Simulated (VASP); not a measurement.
# Al3Si2F (Immm) in VASP: density of states with PBE

Aim: the density of states of Al3Si2F with PBE.

Program: VASP 6.6.1. These are calculated values, not measurements. Logs are shortened: lines on timing, memory, paths and dates and some standing lists are left out, and cuts for length are marked.

**1. The crystal as given**

The structure is orthorhombic, space group Immm (No. 71). The conventional cell has a = 3.897 Å, b = 4.037 Å, c = 13.395 Å, α = 90.00°, β = 90.00°, γ = 90.00°. Al (site symmetry mm2) has 4 Si at 2.52 to 2.56 Å and 4 Al at 2.81 Å as nearest neighbours. Around Al (site symmetry mmm) lie 2 F at 1.95 Å. Si (site symmetry mm2) is surrounded by 6 Al at 2.52 to 2.68 Å. F (site symmetry mmm) is surrounded by 2 Al at 1.95 Å.

The cell was built by a generator and needn't be a form met in nature.

**2. Density of states, PBE**

POSCAR

```
Al3Si2F
1.0
   -1.9483300000      2.0187000000      6.6975400000
    1.9483300000     -2.0187000000      6.6975400000
    1.9483300000      2.0187000000     -6.6975400000
Al Si F
3 2 1
Direct
    0.2494610000      0.7494610000      0.5000000000
    0.7505390000      0.2505390000      0.5000000000
    0.0000000000      0.5000000000      0.5000000000
    0.6316480000      0.6316480000      0.0000000000
    0.3683520000      0.3683520000      0.0000000000
    0.0000000000      0.0000000000      0.0000000000
```

INCAR.step1

```
SYSTEM = Al3Si2F
PREC = Accurate ; ENCUT = 520
EDIFF = 1E-7 ; ISMEAR = 0
SIGMA = 0.1 ; LREAL = .FALSE.
LASPH = .TRUE. ; NELM = 100
ALGO = Fast ; ISIF = 2
LWAVE = .FALSE. ; LCHARG = .TRUE.
GGA = PE ; KPAR = 4
```

KPOINTS.step1

```
regular mesh
0
G
  10 10 10
  0 0 0
```

INCAR.step2

```
SYSTEM = Al3Si2F
PREC = Accurate ; ENCUT = 520
EDIFF = 1E-7 ; ISMEAR = -5
SIGMA = 0.1 ; LREAL = .FALSE.
LASPH = .TRUE. ; NELM = 100
ALGO = Fast ; ISIF = 2
LWAVE = .FALSE. ; LCHARG = .FALSE.
GGA = PE ; LORBIT = 10
KPAR = 4 ; NEDOS = 2001
ICHARG = 11
```

KPOINTS.step2

```
regular mesh
0
G
  15 15 15
  0 0 0
```

Potentials or basis: VASP PAW PBE potentials, release 64 (Al, Si, F).

Launch:

```bash
> cat potpaw_PBE.64/Al/POTCAR potpaw_PBE.64/Si/POTCAR potpaw_PBE.64/F/POTCAR > POTCAR
> cp INCAR.step1 INCAR
> cp KPOINTS.step1 KPOINTS
> mpirun -np 4 vasp_std > vasp.out
> cp INCAR.step2 INCAR
> cp KPOINTS.step2 KPOINTS
> mpirun -np 4 vasp_std > vasp.out
```

OUTCAR:

```text
SYSTEM = Al3Si2F
   PREC = Accurate
   ENCUT = 520
   EDIFF = 1E-7
   ISMEAR = -5
   LREAL = .FALSE.
   LASPH = .TRUE.
   NELM = 100
   ISIF = 2
   GGA = PE
   LORBIT = 10
   ICHARG = 11

 ion  position               nearest neighbor table
   1  0.249  0.749  0.500-   5 2.52   5 2.52   4 2.56   4 2.56   2 2.81   2 2.81   2 2.81   2 2.81
                             3 3.34
   2  0.751  0.251  0.500-   4 2.52   4 2.52   5 2.56   5 2.56   1 2.81   1 2.81   1 2.81   1 2.81
                             3 3.34
   3  0.000  0.500  0.500-   6 1.95   6 1.95   4 2.68   5 2.68   4 2.68   5 2.68   2 3.34   1 3.34

   4  0.632  0.632  0.000-   2 2.52   2 2.52   1 2.56   1 2.56   3 2.68   3 2.68
   5  0.368  0.368  0.000-   1 2.52   1 2.52   2 2.56   2 2.56   3 2.68   3 2.68
   6  0.000  0.000  0.000-   3 1.95   3 1.95

  LATTYP: Found a body centered orthorhombic cell.
 ALAT       =     3.8966600000
 B/A-ratio  =     1.0361181114
 C/A-ratio  =     3.4375798761

  Lattice vectors:

 A1 = (  -1.9483300000,   2.0187000000,   6.6975400000)
 A2 = (   1.9483300000,  -2.0187000000,   6.6975400000)
 A3 = (   1.9483300000,   2.0187000000,  -6.6975400000)

Analysis of symmetry for initial positions (statically):
=====================================================================
 Subroutine PRICEL returns:
 Original cell was already a primitive cell.

 Routine SETGRP: Setting up the symmetry group for a
 body centered orthorhombic supercell.

 Subroutine GETGRP returns: Found  8 space group operations
 (whereof  8 operations were pure point group operations)
 out of a pool of  8 trial point group operations.

The static configuration has the point symmetry D_2h.

Analysis of symmetry for dynamics (positions and initial velocities):
=====================================================================
 Subroutine PRICEL returns:
 Original cell was already a primitive cell.

 Routine SETGRP: Setting up the symmetry group for a
 body centered orthorhombic supercell.

 Subroutine GETGRP returns: Found  8 space group operations
 (whereof  8 operations were pure point group operations)
 out of a pool of  8 trial point group operations.

The dynamic configuration has the point symmetry D_2h.

 Subroutine INISYM returns: Found  8 space group operations
 (whereof  8 operations are pure point group operations),
 and found     1 'primitive' translations

----------------------------------------------------------------------------------------

                                     Primitive cell

  volume of cell :     105.3682

  direct lattice vectors                    reciprocal lattice vectors
    -1.948330000  2.018700000  6.697540000     0.000000000  0.247684153  0.074654276
     1.948330000 -2.018700000  6.697540000     0.256630037  0.000000000  0.074654276
     1.948330000  2.018700000 -6.697540000     0.256630037  0.247684153  0.000000000

  length of vectors
     7.261417322  7.261417322  7.261417322     0.258690357  0.267268099  0.356660084

  position of ions in fractional coordinates (direct lattice)
     0.249461000  0.749461000  0.500000000
     0.750539000  0.250539000  0.500000000
     0.000000000  0.500000000  0.500000000
     0.631648000  0.631648000  0.000000000
     0.368352000  0.368352000  0.000000000
     0.000000000  0.000000000  0.000000000

  ion indices of the primitive-cell ions
   primitive index   ion index
                 1           1
                 2           2
                 3           3
                 4           4
                 5           5
                 6           6

----------------------------------------------------------------------------------------

 KPOINTS: regular mesh

Automatic generation of k-mesh.
 Grid dimensions read from file:
 generate k-points for:   15   15   15

 Generating k-lattice:

  Cartesian coordinates                     Fractional coordinates (reciprocal lattice)
     0.000000000  0.016512277  0.004976952     0.066666667  0.000000000  0.000000000
     0.017108669  0.000000000  0.004976952    -0.000000000  0.066666667  0.000000000
     0.017108669  0.016512277  0.000000000    -0.000000000  0.000000000  0.066666667

  Length of vectors
     0.017246024  0.017817873  0.023777339

  Shift w.r.t. Gamma in fractional coordinates (k-lattice)
     0.000000000  0.000000000  0.000000000

 TETIRR: Found   8492 inequivalent tetrahedra from    20250

 Subroutine IBZKPT returns following result:
 ===========================================

 Found    512 irreducible k-points:

 Following reciprocal coordinates:
            Coordinates               Weight
  0.000000  0.000000  0.000000      1.000000
  0.066667  0.000000  0.000000      4.000000
  0.133333  0.000000  0.000000      4.000000
  0.200000  0.000000 -0.000000      4.000000
  0.266667  0.000000  0.000000      4.000000
  0.333333  0.000000  0.000000      4.000000
[... 16 lines left out ...]
 -0.066667  0.066667 -0.000000      4.000000
  0.000000  0.133333  0.000000      4.000000
 [... further k-points ...]
   k-points           NKPTS =    512   k-points in BZ     NKDIM =    512   number of bands    NBANDS=     16
   number of dos      NEDOS =   2001   number of ions     NIONS =      6
   total plane-waves  NPLWV = 157464
   dimension x,y,z NGX =    54 NGY =   54 NGZ =   54
   dimension x,y,z NGXF=   108 NGYF=  108 NGZF=  108
   ions per type =               3   2   1
   NGX,Y,Z   is equivalent  to a cutoff of  12.36, 12.36, 12.36 a.u.
   NGXF,Y,Z  is equivalent  to a cutoff of  24.73, 24.73, 24.73 a.u.
 SYSTEM =  Al3Si2F
   PREC   = accura    normal or accurate (medium, high low for compatibility)
   ISTART =      0    job   : 0-new  1-cont  2-samecut
   ICHARG =     11    charge: 1-file 2-atom 10-const
   ISPIN  =      1    spin polarized calculation?
   LNONCOLLINEAR =      F non collinear calculations
   LSORBIT =      F    spin-orbit coupling
   LASPH  =      T    aspherical Exc in radial PAW
   ENCUT  =  520.0 eV  38.22 Ry    6.18 a.u.  13.50 13.50 13.50*2*pi/ulx,y,z
   NELM   =    100;   NELMIN=  2; NELMDL=  0     # of ELM steps
   EDIFF  = 0.1E-06   stopping-criterion for ELM
   LREAL  =      F    real-space projection
   EDIFFG = 0.1E-05   stopping-criterion for IOM
   NSW    =      0    number of steps for IOM
   IBRION =     -1    ionic relax: 0-MD 1-quasi-New 2-CG
   NFREE  =      0    steps in history (QN), initial steepest desc. (CG)
   ISIF   =      2    stress and relaxation
   ISYM   =      2    0-nonsym 1-usesym 2-fastsym
   POTIM  = 0.5000    time-step for ionic-motion
   TEBEG  =    0.0;   TEEND  =   0.0 temperature during run
   PSTRESS=    0.0 pullay stress
   NELECT =      24.0000    total number of electrons
   NUPDOWN=      -1.0000    fix difference up-down
   EMIN   =  10.00;   EMAX   =-10.00  energy-range for DOS
   EFERMI =   0.00;   METHOD = LEGACY
   ISMEAR =    -5;   SIGMA  =   0.10  broadening in eV -4-tet -1-fermi 0-gaus
   EFERMI_NEDOS =   21; number of points for ismear=-14 and -15
   IALGO  =     68    algorithm
   IMIX   =      4    mixing-type and parameters
     AMIX     =   0.40;   BMIX     =  1.00
     AMIX_MAG =   1.60;   BMIX_MAG =  1.00
  volume/ion in A,a.u.               =      17.56       118.51
  Fermi-wavevector in a.u.,A,eV,Ry     =   0.999790  1.889329 13.600107  0.999580
  Thomas-Fermi vector in A             =   2.132103
   LORBIT       =     10    0 simple, 1 ext, 2 COOP (PROOUT), +10 PAW based schemes
   GGA     = PE    functional components
   LHFCALC =     F    Hartree Fock is set to
   AEXX    =    0.0000 exact exchange contribution
   IVDW    =     0    specifies the selected vdW correction
   LEPSILON=     F    determine dielectric tensor
   LRPA    =     F    only Hartree local field effects (RPA)
 non-spin polarized calculation
 RMM-DIIS sequential band-by-band and
 Fermi weights with tetrahedron method with Bloechl corrections
  energy-cutoff  :      520.00
  volume of cell :      105.37
 maximum number of plane-waves:      2866
 NGX is ok and might be reduce to    54

 number of electron      23.9999998 magnetization

 Free energy of the ion-electron system (eV)
  ---------------------------------------------------
  ext. energy  EPLUGINS =         0.00000000
  ---------------------------------------------------
  free energy    TOTEN  =       -26.89601622 eV

  energy without entropy =      -26.89601622  energy(sigma->0) =      -26.89601622

 E-fermi :   5.9268     XC(G=0):  -9.5223

 val. band max:        5.9497503110   @ k =  -0.2667   0.1333   0.0667
 cond. band min:       5.8214263151   @ k =  -0.4000   0.4667   0.4000
 fundamental gap:     -0.1283239959
 Fermi energy:         5.9268097231

 k-point     1 :       0.0000    0.0000    0.0000
  band No.  band energies     occupation
      1     -18.9498      2.00000
      2      -5.1082      2.00000
      3      -2.5326      2.00000
      4      -2.0351      2.00000
      5      -0.2609      2.00000
      6      -0.0663      2.00000
[... 8 lines left out ...]
     15       7.5594      0.00000
     16       9.1099      0.00000

 k-point     2 :       0.0667    0.0000    0.0000
  band No.  band energies     occupation
      1     -18.9494      2.00000
      2      -5.0719      2.00000
      3      -2.5141      2.00000
      4      -2.0331      2.00000
      5      -0.3493      2.00000
      6       0.0481      2.00000
[... 8 lines left out ...]
     15       7.6108      0.00000
     16       9.2008      0.00000
[... 387 lines left out ...]
      5      -0.2885      2.00000
      6       0.0922      2.00000
[... 8 lines left out ...]
     15       7.7699      0.00000
     16       9.2017      0.00000

 k-point    24 :       0.0000    0.1333    0.0000
  band No.  band energies     occupation
      1     -18.9409      2.00000
      2      -4.9815      2.00000
      3      -2.5346      2.00000
      4      -2.2062      2.00000
      5      -0.0389      2.00000
      6       0.0169      2.00000
[... 8 lines left out ...]
     15       8.2368      0.00000
     16       9.4465      0.00000

 [... further k-points ...]

------------------------ aborting loop because EDIFF is reached ----------------------------------------

  FORCE on cell =-STRESS in cart. coord.  units (eV):
  Direction    XX          YY          ZZ          XY          YZ          ZX
  --------------------------------------------------------------------------------------
  -------------------------------------------------------------------------------------
  Total       -0.0873647     -0.0522923      0.1180142      0.0000000      0.0000000      0.0000000
  in kB       -1.3284247     -0.7951303      1.7944657      0.0000000      0.0000000      0.0000000
  external PRESSURE =      -0.1096964 kB  Pullay stress =       0.0000000 kB

 VOLUME and BASIS-vectors are now :
 -----------------------------------------------------------------------------
  energy-cutoff  :      520.00
  volume of cell :      105.37
      direct lattice vectors                 reciprocal lattice vectors
    -1.948330000  2.018700000  6.697540000     0.000000000  0.247684153  0.074654276
     1.948330000 -2.018700000  6.697540000     0.256630037  0.000000000  0.074654276
     1.948330000  2.018700000 -6.697540000     0.256630037  0.247684153  0.000000000

 POSITION                                       TOTAL-FORCE (eV/Angst)
 -----------------------------------------------------------------------------------
      1.94833      0.00000      3.34155        -0.000000     -0.000000      0.007083
      0.00000      2.01870      3.35599         0.000000      0.000000     -0.007083
      1.94833      0.00000      0.00000         0.000000     -0.000000     -0.000000
      0.00000      0.00000      8.46098        -0.000000     -0.000000      0.021378
      0.00000      0.00000      4.93410         0.000000      0.000000     -0.021378
      0.00000      0.00000      0.00000         0.000000     -0.000000      0.000000
 -----------------------------------------------------------------------------------
    total drift:                                0.000000     -0.000000      0.000000

  FREE ENERGIE OF THE ION-ELECTRON SYSTEM (eV)
  ---------------------------------------------------
  free  energy   TOTEN  =       -26.8960162215 eV

  energy  without entropy=      -26.8960162215  energy(sigma->0) =      -26.89601622

 total charge

# of ion       s       p       d       tot
------------------------------------------
    1        0.408   0.376   0.000   0.784
    2        0.408   0.376   0.000   0.784
    3        0.374   0.278   0.000   0.652
    4        0.792   0.902   0.000   1.694
    5        0.792   0.902   0.000   1.694
    6        1.741   4.362   0.000   6.103
--------------------------------------------------
tot          4.515   7.195   0.000  11.710
```

It took 10 min on 4 MPI ranks of Intel Xeon Platinum 8488C (Sapphire Rapids), shared host; peak memory 0.99 GiB.

Results:

| Property | Result |
| --- | --- |
| Valence electrons inside the program's atomic spheres | Al 0.78, 0.65; Si 1.69; F 6.10 |

Levels at points of the mesh, in eV from the Fermi level:
```
           k point  band 10  band 11  band 12  band 13  band 14  band 15
(0.00, 0.00, 0.00)    -0.87    -0.68     0.38     0.52     0.92     1.63
```

States per cell in windows of 1 eV (zero at the Fermi level; states under -8 eV left out):
| from (eV) | total | F6_p | Si4_p | Si5_p | Al1_p | Al2_p | Si4_s |
| --- | --- | --- | --- | --- | --- | --- | --- |
| -8.0 | 1.37 | 0.47 | 0.00 | 0.00 | 0.02 | 0.02 | 0.11 |
| -7.0 | 2.93 | 1.59 | 0.04 | 0.04 | 0.01 | 0.01 | 0.02 |
| -6.0 | 2.87 | 1.09 | 0.07 | 0.07 | 0.02 | 0.02 | 0.05 |
| -5.0 | 1.92 | 0.25 | 0.08 | 0.08 | 0.03 | 0.03 | 0.08 |
| -4.0 | 2.13 | 0.14 | 0.13 | 0.13 | 0.07 | 0.07 | 0.04 |
| -3.0 | 2.58 | 0.11 | 0.20 | 0.20 | 0.09 | 0.09 | 0.02 |
| -2.0 | 2.03 | 0.04 | 0.18 | 0.18 | 0.06 | 0.06 | 0.04 |
| -1.0 | 1.69 | 0.03 | 0.17 | 0.17 | 0.04 | 0.04 | 0.02 |
| 0.0 | 1.60 | 0.05 | 0.08 | 0.08 | 0.04 | 0.04 | 0.01 |
| 1.0 | 2.30 | 0.03 | 0.06 | 0.06 | 0.06 | 0.06 | 0.04 |
| 2.0 | 2.71 | 0.04 | 0.10 | 0.10 | 0.07 | 0.07 | 0.05 |
| 3.0 | 1.42 | 0.02 | 0.07 | 0.07 | 0.04 | 0.04 | 0.01 |
| 4.0 | 0.00 | 0.00 | 0.00 | 0.00 | 0.00 | 0.00 | 0.00 |

Caveat: tetrahedron occupations give inexact forces and stress in metals.
